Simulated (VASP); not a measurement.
OSZICAR of a VASP run on MgB₂ (AlB2 type):

OSZICAR:
```
       N       E                     dE             d eps       ncg     rms          rms(c)
DAV:   1     0.824553735338E+01    0.82455E+01   -0.40514E+03  1192   0.848E+02
DAV:   2    -0.141405601568E+02   -0.22386E+02   -0.20987E+02  1680   0.111E+02
DAV:   3    -0.144434037417E+02   -0.30284E+00   -0.29560E+00  1472   0.151E+01
DAV:   4    -0.144440631425E+02   -0.65940E-03   -0.65940E-03  1664   0.549E-01
DAV:   5    -0.144440634011E+02   -0.25855E-06   -0.25909E-06  1544   0.101E-02    0.528E+00
DAV:   6    -0.130594840374E+02    0.13846E+01   -0.22942E+00  1256   0.833E+00    0.259E+00
DAV:   7    -0.128046260275E+02    0.25486E+00   -0.13247E+00  1320   0.626E+00    0.739E-01
DAV:   8    -0.128064240746E+02   -0.17980E-02   -0.79382E-02  1176   0.195E+00    0.304E-01
DAV:   9    -0.128018831295E+02    0.45409E-02   -0.15743E-02  1184   0.723E-01    0.599E-02
DAV:  10    -0.128018594317E+02    0.23698E-04   -0.14385E-03  1584   0.238E-01    0.290E-02
DAV:  11    -0.128018213790E+02    0.38053E-04   -0.18416E-04  1248   0.856E-02    0.228E-03
DAV:  12    -0.128018215997E+02   -0.22070E-06   -0.19399E-06  1464   0.128E-02
   1 F= -.12801822E+02 E0= -.12802013E+02  d E =-.128018E+02
       N       E                     dE             d eps       ncg     rms          rms(c)
DAV:   1    -0.128027695859E+02   -0.94821E-03   -0.17272E-02  1344   0.160E+00    0.848E-02
DAV:   2    -0.128026154709E+02    0.15411E-03   -0.27440E-04  1376   0.115E-01    0.447E-02
DAV:   3    -0.128025721263E+02    0.43345E-04   -0.12775E-04  1368   0.719E-02    0.914E-03
DAV:   4    -0.128025691186E+02    0.30077E-05   -0.52031E-06  1400   0.164E-02    0.122E-03
DAV:   5    -0.128025690040E+02    0.11459E-06   -0.80790E-08   712   0.270E-03
   2 F= -.12802569E+02 E0= -.12802753E+02  d E =-.747404E-03
       N       E                     dE             d eps       ncg     rms          rms(c)
DAV:   1    -0.128027418759E+02   -0.17276E-03   -0.15255E-03  1336   0.477E-01    0.253E-02
DAV:   2    -0.128027293992E+02    0.12477E-04   -0.24380E-05  1368   0.342E-02    0.133E-02
DAV:   3    -0.128027272370E+02    0.21622E-05   -0.11164E-05  1360   0.213E-02    0.275E-03
DAV:   4    -0.128027275387E+02   -0.30172E-06   -0.43175E-07   688   0.483E-03
   3 F= -.12802728E+02 E0= -.12802915E+02  d E =-.905939E-03
```

Which electronic solver shows in the log?

It is blocked Davidson (ALGO = Normal, or the opening steps of other solvers). The INCAR had ALGO = Normal.

Can the final energy be trusted as converged?

Self-consistency was reached. It stopped with EDIFF = 1E-6, NELM = 100, NSW = 60 and EDIFFG = -0.02 after 3 ionic steps (optB86b-vdW, plane waves, VASP's PBE PAW potentials (set 64)).

The compound is MgB2 in the AlB2 type structure. This run relaxes it. Symmetry was kept, so distortions that lower it aren't found. The start is the result of an earlier pass.
